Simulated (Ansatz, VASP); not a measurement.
# Cross-check of YTiO3 between VASP and Ansatz, part 2 of 2

Wanted: the spread between two codes on one cell, functional and k mesh. The cell is a member of a volume series, scaled by 1.04 from a relaxed one, so a pressure remains.

VASP 6.6.1 and Ansatz 0.2.0.

So far. Step 2 (VASP: single point, r2SCAN, volume scaled by 1.04): The run ends at a pressure of -7.51 GPa, with forces up to 0.078 eV/Å.

## (3) Ansatz: single point, r2SCAN, volume scaled by 1.04

Level of this step: Ansatz beside VASP: Kohn-Sham DFT, plane waves, r2SCAN (Ansatz).

Ansatz runs on its default PAW (the set named soft_2) files.

The same cell, functional, mesh and smearing now go to Ansatz, which takes its cutoff from its data sets.

Input file input.yaml:

```yaml
crystal:
  lattice:
    - [5.7305124859, 0.0, 0.0]
    - [0.0, 7.7280454164, 0.0]
    - [0.0, 0.0, 5.3740989458]
  atoms:
    - { symbol: "Y", position: [0.0736439628, 0.25, 0.9804170604] }
    - { symbol: "Y", position: [0.4263560372, 0.75, 0.4804170604] }
    - { symbol: "Y", position: [0.5736439628, 0.25, 0.5195829396] }
    - { symbol: "Y", position: [0.9263560372, 0.75, 0.0195829396] }
    - { symbol: Ti, position: [0.5, 0.0, 0.0] }
    - { symbol: Ti, position: [0.0, 0.0, 0.5] }
    - { symbol: Ti, position: [0.0, 0.5, 0.5] }
    - { symbol: Ti, position: [0.5, 0.5, 0.0] }
    - { symbol: O, position: [0.462422837, 0.25, 0.1111605575] }
    - { symbol: O, position: [0.037577163, 0.75, 0.6111605575] }
    - { symbol: O, position: [0.962422837, 0.25, 0.3888394425] }
    - { symbol: O, position: [0.537577163, 0.75, 0.8888394425] }
    - { symbol: O, position: [0.3018399079, 0.0570166508, 0.6897444605] }
    - { symbol: O, position: [0.1981600921, 0.9429833492, 0.1897444605] }
    - { symbol: O, position: [0.8018399079, 0.4429833492, 0.8102555395] }
    - { symbol: O, position: [0.6981600921, 0.5570166508, 0.3102555395] }
    - { symbol: O, position: [0.6981600921, 0.9429833492, 0.3102555395] }
    - { symbol: O, position: [0.8018399079, 0.0570166508, 0.8102555395] }
    - { symbol: O, position: [0.1981600921, 0.5570166508, 0.1897444605] }
    - { symbol: O, position: [0.3018399079, 0.4429833492, 0.6897444605] }
hamiltonian:
  xc: r2scan
  pseudopotentials: { kind: paw }
kpoints:
  mp_grid: { grid: [5, 4, 5] }
scf:
  occupations: { method: gaussian, width: 0.05 }
  n_extra_bands: 9
output:
  forces: true
  stress: true
  eigenvalues: true
  write_density: true
  write_potential: true
  elf: true
  volumetric_format: npy
```

The run is started by

```
ansatz run input.yaml --threads 8 --pin off --max-ram 18432MiB --backend cpu --events-out ev --progress --plain --runs-dir out
```

Numbers of over 12 decimals in the logs are rounded to 6 here.

Output:

```text
scf.n_extra_bands = 9 over 82 filled bands (N_el = 164.0): the run solves 91 bands
Engine: ansatz 0.2.0, aarch64-unknown-linux-gnu
Pseudopotentials: kind: paw
Pseudopotential: Y, paw, valence charge 11, recommended cutoff 500 eV (meta_gga), Y.paw.azcp
Pseudopotential: Ti, paw, valence charge 12, recommended cutoff 500 eV (meta_gga), Ti.paw.azcp
Pseudopotential: O, paw, valence charge 6, recommended cutoff 500 eV (meta_gga), O.paw.azcp
Functional definition: r2SCAN
  parameter k0 = 0.174
  parameter k1 = 0.065
  parameter a1 = 4.9479
  exchange = r2scan_x(k0 = k0, k1 = k1, a1 = a1)
  correlation = r2scan_c
Crystal: 20 atoms, lattice volume = 237.996 Å³
Basis set: ecut = 500 eV, 6035 PW (Γ), exchange–correlation on 180×240×160 points (64 copies of the dense FFT grid, shifted against one another)
Bands: 91, of which v1, the nominal top of the filled ones, is band 82 counted from 1 (81 counted from 0)
Symmetry: 8 space group operations
Space group: Pnma (ITA 62), of the structure as read, at distance tolerance 6.2e-5 Å
k-points: 27 of 100
Non-local potential: Y, projectors of the file, l = 0: 3, l = 1: 2, l = 2: 2, l = 3: 1
Non-local potential: Ti, projectors of the file, l = 0: 3, l = 1: 2, l = 2: 3, l = 3: 1
Non-local potential: O, projectors of the file, l = 0: 2, l = 1: 2, l = 2: 1
PAW form: soft (Blöchl's): semilocal exchange-correlation on the pseudo side does not see the compensation charge
PAW frozen core: Y, regenerated for the run's functional (the file was generated under x = pbe(κ = 0.804, μ = 0.219515), c = pbe(β = 0.066725))
PAW frozen core: Ti, regenerated for the run's functional (the file was generated under x = pbe(κ = 0.804, μ = 0.219515), c = pbe(β = 0.066725))
PAW frozen core: O, regenerated for the run's functional (the file was generated under x = pbe(κ = 0.804, μ = 0.219515), c = pbe(β = 0.066725))
PAW one-centre angular grid: Y, 590 points (default); XC on 160 Gauss nodes
PAW one-centre angular grid: Ti, 590 points (default); XC on 160 Gauss nodes
PAW one-centre angular grid: O, 302 points (default); XC on 160 Gauss nodes
Initial density: superposition of atomic densities (neutral atoms: chi_scale 0, normalization atom), corrected by the library's trained network
Initial wavefunctions: pseudopotential atomic-orbital guess
Functional: x = r2scan, c = r2scan; τ floored in thin density (d = 2e-4 eV/Å³)
SCF iter   1: F=—  HF=-32317.358058 eV  |F-HF|=—  |Δ(HF+E_count)|=         —  Δρ=1.51e-2  dr2=5.62e-1  dr2_τ=8.73e-1  ethr=1.77e-3  ⟨swp⟩=4.9  Hψ=9596  notcnv=0
preconditioner: auto → Kerker (q_TF=auto, 2.564 Å⁻¹)  [metal: Δε(μ)=0.015 eV  Ē_g=13.368 eV  σ=0.050 eV  W_gap=0.17  n_scr=62 (ndim 8)  ℏωp=26.8 eV  f_vac=0.000  D(μ)=15.67/eV (n_scr^D=154)]
SCF iter   2: F=—  HF=-32317.857923 eV  |F-HF|=—  |Δ(HF+E_count)|=   5.00e-1  Δρ=6.84e-3  dr2=9.25e-2  dr2_τ=1.26e-2  ethr=3.42e-4  ⟨swp⟩=3.0  Hψ=4614  notcnv=0  defer=43
SCF iter   3: F=—  HF=-32317.847461 eV  |F-HF|=—  |Δ(HF+E_count)|=   1.05e-2  Δρ=3.29e-3  dr2=2.46e-2  dr2_τ=1.32e-3  ethr=5.64e-5  ⟨swp⟩=2.5  Hψ=3720  notcnv=0  defer=43
SCF iter   4: F=—  HF=-32317.843331 eV  |F-HF|=—  |Δ(HF+E_count)|=   4.13e-3  Δρ=5.76e-4  dr2=8.40e-4  dr2_τ=6.35e-5  ethr=1.50e-5  ⟨swp⟩=2.0  Hψ=4531  notcnv=0  defer=43
SCF iter   5: F=—  HF=-32317.843443 eV  |F-HF|=—  |Δ(HF+E_count)|=   1.12e-4  Δρ=1.67e-4  dr2=6.47e-5  dr2_τ=4.07e-6  ethr=5.12e-7  ⟨swp⟩=2.0  Hψ=4108  notcnv=0  defer=43
SCF iter   6: F=—  HF=-32317.843239 eV  |F-HF|=—  |Δ(HF+E_count)|=   2.04e-4  Δρ=5.91e-5  dr2=8.70e-6  dr2_τ=7.55e-7  ethr=3.94e-8  ⟨swp⟩=2.0  Hψ=3801  notcnv=0  defer=43
SCF iter   7: F=—  HF=-32317.843238 eV  |F-HF|=—  |Δ(HF+E_count)|=   3.85e-7  Δρ=2.49e-5  dr2=1.50e-6  dr2_τ=1.76e-7  ethr=5.31e-9  ⟨swp⟩=2.0  Hψ=3792  notcnv=0  defer=43
SCF iter   8: F=—  HF=-32317.843238 eV  |F-HF|=—  |Δ(HF+E_count)|=   1.73e-7  Δρ=7.76e-6  dr2=2.19e-7  dr2_τ=1.35e-8  ethr=9.14e-10  ⟨swp⟩=2.0  Hψ=3773  notcnv=0  defer=43
SCF iter   9: F=-32317.843238 eV  HF=-32317.843238 eV  |F-HF|=4.48e-8  |Δ(HF+E_count)|=   3.18e-9  Δρ=6.20e-6  dr2=7.54e-8  dr2_τ=1.08e-8  ethr=6.10e-11  ⟨swp⟩=14.3  Hψ=16450  notcnv=0
SCF 1 converged in 9 iterations: F = -32317.843238 eV  dr2 = 7.54e-8
  greatest PAW one-centre occupation: 1.002 electrons in one spin orbital (limit 2), on the Ti atom at site 7 (counted from 0), in its partial waves of l = 1
SCF converged after 9 iterations
Free energy (F): -32317.843238 eV
Harris-Foulkes:  -32317.843238 eV  (|F-HF|=4.48e-8)
Internal energy: -32317.823397 eV  (E = F + TS)
E sigma→0 (E₀):  -32317.833318 eV
Entropy (-TS):   -0.019841 eV (-0.992 meV/atom)
Fermi energy:    13.807503 eV
--- Per-component energies (eV) ---
  E_band       = -1023.418921
  E_kinetic    = 4429.104527
  E_local      = -8950.694863  (includes V_loc(G=0)·N_el)
  E_nonlocal   = 787.061858
  E_hartree    = 3302.012388
  E_xc         = -1938.934835
  E_vxc        = -2706.543824  (∫ρ·V_xc dr)
  E_paw        = -17507.914479  (= ΣΔE_a)
  E_vpaw       = -1353.053247  (= ΣTr[D̂ρ^β])
  E_aug_tail   = 0.011963  (compensation charges beyond the density's cutoff)
  E_vtau       = 166.672728  (kinetic-family band-sum trace: ∫τ·v_τ [+ j·A + Jᵃ·Aᵃ] dr)
  E_ewald      = -12436.457023
  E_core_change = -2.012933  (= ΣΔE_core)
  E_smearing   = -0.019841  (= −TS)
  E_closure    = -0.000000  (closes the sum)
  Σ components = -32317.843238   (vs F -32317.843238, Δ=0.00e0)
--- Forces (eV/Å), atoms counted from 1 ---
  atom   1  Y      0.01696538     0.00000000     0.02696291
  atom   2  Y     -0.01696538     0.00000000     0.02696291
  atom   3  Y      0.01696538    -0.00000000    -0.02696291
  atom   4  Y     -0.01696538    -0.00000000    -0.02696291
  atom   5  Ti     0.00000000     0.00000000     0.00000000
  atom   6  Ti    -0.00000000     0.00000000     0.00000000
  atom   7  Ti    -0.00000000     0.00000000     0.00000000
  atom   8  Ti     0.00000000     0.00000000    -0.00000000
  atom   9  O     -0.06861828    -0.00000000    -0.05006893
  atom  10  O      0.06861828    -0.00000000    -0.05006893
  atom  11  O     -0.06861828     0.00000000     0.05006893
  atom  12  O      0.06861828     0.00000000     0.05006893
  atom  13  O      0.00160297     0.01807369     0.07469765
  atom  14  O     -0.00160297    -0.01807369     0.07469765
  atom  15  O      0.00160297    -0.01807369    -0.07469765
  atom  16  O     -0.00160297     0.01807369    -0.07469765
  atom  17  O     -0.00160297    -0.01807369    -0.07469765
  atom  18  O      0.00160297     0.01807369    -0.07469765
  atom  19  O     -0.00160297     0.01807369     0.07469765
  atom  20  O      0.00160297    -0.01807369     0.07469765
  max |Σ_I F_I| component: 2.69e-17 eV/Å
--- Stress (GPa, compression-positive) ---
       -8.555044       0.000000       0.000000
        0.000000      -7.854375      -0.000000
        0.000000      -0.000000      -7.988821
  P = ⅓ Tr σ = -8.1327 GPa (-81.327 kbar)
--- Band table (eV; the first three rows and the last of 27) ---
  k-point 0: bands = [... 78 lower, 9.3073, 9.4303, 13.2289, 13.3932, 13.4059, 13.7552, 13.9680, 14.3173, ... 5 higher]
  k-point 1: bands = [... 78 lower, 9.1771, 9.3454, 13.3350, 13.4770, 13.5505, 13.8628, 14.0517, 14.2942, ... 5 higher]
  k-point 2: bands = [... 78 lower, 9.0580, 9.1124, 13.6285, 13.6982, 13.8748, 14.0141, 14.0822, 14.1161, ... 5 higher]
  k-point 26: bands = [... 78 lower, 8.9994, 8.9994, 13.7825, 13.7825, 13.8203, 13.8203, 14.3418, 14.3418, ... 5 higher]
```

The job ended after 31 s (8 threads of Arm Neoverse N1, shared host; peak memory 2.3 GiB).

The run ends at a pressure of -8.13 GPa, with forces up to 0.085 eV/Å.

## (4) Side by side

Known differences besides the potentials themselves: VASP keeps PBE cores, Ansatz makes them for the functional; the cutoff is 500 eV in Ansatz and 520 eV in VASP. Total energies have different zeros and are not compared.

The two programs side by side:

```
                                        quantity  Ansatz   VASP  difference
                                  pressure (GPa)   -8.13  -7.51       -0.63
pressure without Ansatz's Pulay correction (GPa)   -8.23  -7.51       -0.72
```

Forces on 7 of the 20 atoms, those with the largest forces and the largest differences (eV/Å; atoms numbered as in POSCAR):

```
atom          Ansatz x, y, z            VASP x, y, z
  O9   -0.069, 0.000, -0.050   -0.076, 0.000, -0.020
 O10    0.069, 0.000, -0.050    0.076, 0.000, -0.020
 O11    -0.069, 0.000, 0.050    -0.076, 0.000, 0.020
 O12     0.069, 0.000, 0.050     0.076, 0.000, 0.020
 O14   -0.002, -0.018, 0.075   -0.012, -0.033, 0.055
 O15   0.002, -0.018, -0.075   0.012, -0.033, -0.055
 O17  -0.002, -0.018, -0.075  -0.012, -0.033, -0.055
```

The forces differ by 13 meV/Å r.m.s., which is 39.5 % of the r.m.s. force of 0.03 eV/Å (both taken over all components). Ansatz's pressure holds a Pulay correction of 0.10 GPa; VASP's holds none.

## (5) Other set-ups

Further runs change the set-up of one program: Ansatz's method, potentials or start, or VASP's data sets, cutoff or form of LDA. The table gives Ansatz less VASP for each quantity, since a change that brings one quantity closer may part another.

```
                                    run  r.m.s. force difference (meV/Å)  pressure (GPa)  pressure without Ansatz's Pulay correction (GPa)
                               as above                               13           -0.63                                             -0.72
                   cores kept as stored                               13           -0.67                                             -0.77
Ansatz's larger PAW set (cutoff 910 eV)                               13           -0.69
```

## (6) VASP: single point, r2SCAN, volume scaled by 1.06

With cell and atoms fixed, the geometry can't cause a difference; cores, projectors, grids and the points listed under the comparison can. The cell compared in this pair holds 242.57 Å³, against 238.00 Å³ for the pair before.

Input file INCAR:

```
SYSTEM = YTiO3
PREC = Accurate
ENCUT = 520
EDIFF = 1E-06
NELM = 100
ISMEAR = 0
SIGMA = 0.05
LREAL = .FALSE.
ALGO = Normal
METAGGA = R2SCAN
LASPH = .TRUE.
NBANDS = 102
LORBIT = 11
LWAVE = .FALSE.
LCHARG = .FALSE.
KPAR = 8
ISIF = 2
```

Input file POSCAR:

```
YTiO3
1.0
    5.7670135496      0.0000000000      0.0000000000
    0.0000000000      7.7772699627      0.0000000000
    0.0000000000      0.0000000000      5.4083297983
Y Ti O
4 4 12
Direct
    0.0736439628      0.2500000000      0.9804170604
    0.4263560372      0.7500000000      0.4804170604
    0.5736439628      0.2500000000      0.5195829396
    0.9263560372      0.7500000000      0.0195829396
    0.5000000000      0.0000000000      0.0000000000
    0.0000000000      0.0000000000      0.5000000000
    0.0000000000      0.5000000000      0.5000000000
    0.5000000000      0.5000000000      0.0000000000
    0.4624228370      0.2500000000      0.1111605575
    0.0375771630      0.7500000000      0.6111605575
    0.9624228370      0.2500000000      0.3888394425
    0.5375771630      0.7500000000      0.8888394425
    0.3018399079      0.0570166508      0.6897444605
    0.1981600921      0.9429833492      0.1897444605
    0.8018399079      0.4429833492      0.8102555395
    0.6981600921      0.5570166508      0.3102555395
    0.6981600921      0.9429833492      0.3102555395
    0.8018399079      0.0570166508      0.8102555395
    0.1981600921      0.5570166508      0.1897444605
    0.3018399079      0.4429833492      0.6897444605
```

Input file KPOINTS:

```
Automatic mesh
0
Gamma
5 4 5
0 0 0
```

The projector-augmented-wave data sets are Y_sv, Ti_sv and O (PBE family, release 64).

The run is started by

```
mpirun -np 8 vasp_std
```

Output:

```text
[banner, memory and clock lines left out]
running    8 mpi-ranks, on    1 nodes
[...]
[... a notice as in an earlier step ...]

 [... a notice as in an earlier step ...]

 [... a notice as in an earlier step ...]

 LDA part: xc-table for (None), standard interpolation
 POSCAR, INCAR and KPOINTS ok, starting setup
[...]
entering main loop
       N       E                     dE             d eps       ncg     rms          rms(c)
DAV:   1     0.204540831924E+04    0.20454E+04   -0.82956E+04  5580   0.183E+03
DAV:   2     0.449930547955E+02   -0.20004E+04   -0.18911E+04  5642   0.552E+02
DAV:   3    -0.327442686996E+03   -0.37244E+03   -0.36450E+03  6612   0.216E+02
DAV:   4    -0.359382293132E+03   -0.31940E+02   -0.31590E+02  8472   0.629E+01
[...]
DAV:  14    -0.274404706179E+03   -0.10724E-04   -0.57488E-05  6912   0.269E-02    0.134E-02
DAV:  15    -0.274404707980E+03   -0.18002E-05   -0.15828E-05  6776   0.164E-02    0.681E-03
DAV:  16    -0.274404707717E+03    0.26251E-06   -0.29263E-06  4912   0.752E-03
   1 F= -.27440471E+03 E0= -.27439443E+03  d E =-.205636E-01
```

From OUTCAR (step 6):

```text
  Total      -17.0625780    -15.6338282    -15.9427831      0.0000000      0.0000000      0.0000000
  in kB     -112.6974059   -103.2605909   -105.3012209      0.0000000      0.0000000      0.0000000
  external PRESSURE =    -107.0864059 kB  Pullay stress =       0.0000000 kB

 POSITION                                       TOTAL-FORCE (eV/Angst)
 -----------------------------------------------------------------------------------
      0.42471      1.94432      5.30242         0.019653     -0.000000      0.040203
      2.45880      5.83295      2.59825        -0.019653     -0.000000      0.040203
      3.30821      1.94432      2.81008         0.019653     -0.000000     -0.040203
      5.34231      5.83295      0.10591        -0.019653     -0.000000     -0.040203
      2.88351      0.00000      0.00000         0.000000     -0.000000     -0.000000
      0.00000      0.00000      2.70416         0.000000     -0.000000     -0.000000
      0.00000      3.88863      2.70416         0.000000     -0.000000     -0.000000
      2.88351      3.88863      0.00000         0.000000     -0.000000     -0.000000
      2.66680      1.94432      0.60119        -0.109652     -0.000000     -0.026736
      0.21671      5.83295      3.30536         0.109652     -0.000000     -0.026736
      5.55031      1.94432      2.10297        -0.109652     -0.000000      0.026736
      3.10021      5.83295      4.80714         0.109652     -0.000000      0.026736
      1.74071      0.44343      3.73037         0.017941      0.048569      0.079762
      1.14279      7.33384      1.02620        -0.017941     -0.048569      0.079762
[...]
-----------------------------------------------------------------------------------
    total drift:                                0.000000      0.000000      0.000000

  FREE ENERGIE OF THE ION-ELECTRON SYSTEM (eV)
  ---------------------------------------------------
  free  energy   TOTEN  =      -274.4047077171 eV

  energy  without entropy=     -274.3841441566  energy(sigma->0) =     -274.39442594

[... 1 part as in an earlier step ...]

[... 2 further parts left out ...]
[key lines of the parts left out:]
E-fermi :   7.5238
```

The run ends at a pressure of -10.71 GPa, with forces up to 0.11 eV/Å.

## (7) Ansatz: single point, r2SCAN, volume scaled by 1.06

The same cell, functional, mesh and smearing now go to Ansatz, which takes its cutoff from its data sets.

The cell is a member of a volume series, scaled by 1.06 from a relaxed one, so a pressure remains.

Edit input.yaml of step 3 so:

```diff
@@ -2,5 +2,5 @@
   lattice:
-    - [5.7305124859, 0.0, 0.0]
-    - [0.0, 7.7280454164, 0.0]
-    - [0.0, 0.0, 5.3740989458]
+    - [5.7670135496, 0.0, 0.0]
+    - [0.0, 7.7772699627, 0.0]
+    - [0.0, 0.0, 5.4083297983]
   atoms:
@@ -38,5 +38 @@
   eigenvalues: true
-  write_density: true
-  write_potential: true
-  elf: true
-  volumetric_format: npy
```

The run is started by

```
ansatz run input.yaml --threads 8 --pin off --max-ram 18432MiB --backend cpu --events-out ev --progress --plain --runs-dir out
```

Output:

```text
[...]
Crystal: 20 atoms, lattice volume = 242.572 Å³
Basis set: ecut = 500 eV, 6187 PW (Γ), exchange–correlation on 180×240×160 points (64 copies of the dense FFT grid, shifted against one another)
Bands: 91, of which v1, the nominal top of the filled ones, is band 82 counted from 1 (81 counted from 0)
Symmetry: 8 space group operations
[...]
k-points: 27 of 100
[...]
k-point 0: bands = [... 78 lower, 9.0490, 9.1700, 12.9206, 13.0824, 13.0933, 13.4302, 13.6378, 13.9729, ... 5 higher]
  k-point 1: bands = [... 78 lower, 8.9196, 9.0869, 13.0241, 13.1625, 13.2342, 13.5339, 13.7179, 13.9512, ... 5 higher]
  k-point 2: bands = [... 78 lower, 8.8010, 8.8586, 13.3094, 13.3785, 13.5475, 13.6843, 13.7474, 13.7790, ... 5 higher]
  k-point 26: bands = [... 78 lower, 8.7490, 8.7490, 13.4569, 13.4569, 13.4932, 13.4932, 13.9985, 13.9985, ... 5 higher]
[key lines of the parts left out:]
SCF converged after 9 iterations
Free energy (F): -32317.564992 eV
Fermi energy:    13.481598 eV
P = ⅓ Tr σ = -11.2930 GPa (-112.930 kbar)
```

Elapsed: 24 s, on 8 threads; peak memory 2.3 GiB.

The run ends at a pressure of -11.29 GPa, with forces up to 0.12 eV/Å.

## (8) Side by side

The two programs side by side:

```
                                        quantity  Ansatz    VASP  difference
                                  pressure (GPa)  -11.29  -10.71       -0.58
pressure without Ansatz's Pulay correction (GPa)  -11.39  -10.71       -0.68
```

Forces on 7 of the 20 atoms, those with the largest forces and the largest differences (eV/Å; atoms numbered as in POSCAR):

```
atom         Ansatz x, y, z           VASP x, y, z
  O9  -0.103, 0.000, -0.056  -0.110, 0.000, -0.027
 O10   0.103, 0.000, -0.056   0.110, 0.000, -0.027
 O11   -0.103, 0.000, 0.056   -0.110, 0.000, 0.027
 O12    0.103, 0.000, 0.056    0.110, 0.000, 0.027
 O15  0.008, -0.034, -0.099  0.018, -0.049, -0.080
 O19   -0.008, 0.034, 0.099   -0.018, 0.049, 0.080
 O20   0.008, -0.034, 0.099   0.018, -0.049, 0.080
```

The forces differ by 12 meV/Å r.m.s., which is 26.7 % of the r.m.s. force of 0.05 eV/Å (both taken over all components). Ansatz's pressure holds a Pulay correction of 0.09 GPa; VASP's holds none.

## (9) Other set-ups

Further runs change the set-up of one program: Ansatz's method, potentials or start, or VASP's data sets, cutoff or form of LDA. The table gives Ansatz less VASP for each quantity, since a change that brings one quantity closer may part another.

```
                                        run  r.m.s. force difference (meV/Å)  pressure (GPa)  pressure without Ansatz's Pulay correction (GPa)
                                   as above                               12           -0.58                                             -0.68
                       cores kept as stored                               12           -0.63                                             -0.72
    Ansatz's larger PAW set (cutoff 910 eV)                               13           -0.65                                                  
norm-conserving potentials (cutoff 1290 eV)                               15           -0.67
```

## (10) Results

```
r.m.s. force difference (single point, r2SCAN, volume scaled by 1.04) : 13 meV/Å
difference in pressure (single point, r2SCAN, volume scaled by 1.04)  : -0.63 GPa
r.m.s. force difference (single point, r2SCAN, volume scaled by 1.06) : 12 meV/Å
difference in pressure (single point, r2SCAN, volume scaled by 1.06)  : -0.58 GPa
```

**Reading.** The r.m.s. force difference is 13 meV/Å (single point, r2SCAN, volume scaled by 1.04), beyond the 12 meV/Å picked in this series as the mark of a large difference. For single point, r2SCAN, volume scaled by 1.04, no further run moves any of the tabulated differences by more than a quarter of its size. For single point, r2SCAN, volume scaled by 1.06, no further run moves any of the tabulated differences by more than a quarter of its size. 1 further run of this series is not shown here. Such differences can come from data sets, numerical settings and the points named under the comparisons, not from the functional's error against experiment.

[Lines on the potential files, build, host, timing and source positions are cut from VASP's logs without a mark.]

[Logs are printed without paths, hosts, clocks, repeated set-up lines and the standing remarks that a program may print on its own settings, such as how far it seeks lower states.]

[Hosts, paths, dates, database ids (printed as entryN), source tags and the programs' standing remarks are cut or masked in the printed files.]
